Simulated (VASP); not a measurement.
Given:

```
Be4SSe3
1.0
    0.00160     5.06415     5.05704
    5.06415     0.00160     5.05704
    2.53288     2.53288     0.00000
Be Se S
4 3 1
Direct
  0.99967   0.99967   0.00065
  0.98843   0.50449   0.00708
  0.50449   0.98843   0.00708
  0.50745   0.50745   0.98510
  0.12511   0.12511   0.24977
  0.12511   0.62467   0.25022
  0.62467   0.12511   0.25022
  0.62506   0.62506   0.24989
```

Computed with PBEsol GGA, VASP's PBE PAW potentials (set 64) (plane waves; VASP). Numerical set-up: 400 eV cut-off, 5×5×8 Γ-centred mesh, tetrahedra with Blöchl corrections, potentials Be Se S.

The cores are frozen, which limits the accuracy of field gradients.

Problem. Give the principal components of the electric field gradient (V/Å²) and the asymmetry η at each nucleus.

Solution. 
```tsv
atom	Vxx	Vyy	Vzz	η
Be1	0.0	0.0	0.0	-
Be2	0.3	0.2	-0.5	0.23
Be3	0.3	0.2	-0.5	0.23
Be4	0.4	0.1	-0.5	-
Se5	-13.6	-5.9	19.5	0.39
Se6	-17.8	-6.0	23.8	0.50
Se7	-17.8	-6.0	23.8	0.50
S8	-6.5	-2.7	9.2	0.42
```

The structure was generated: Be4SSe3 was put into an ordered model structure (Amm2), which need not be its known phase. It was relaxed first.
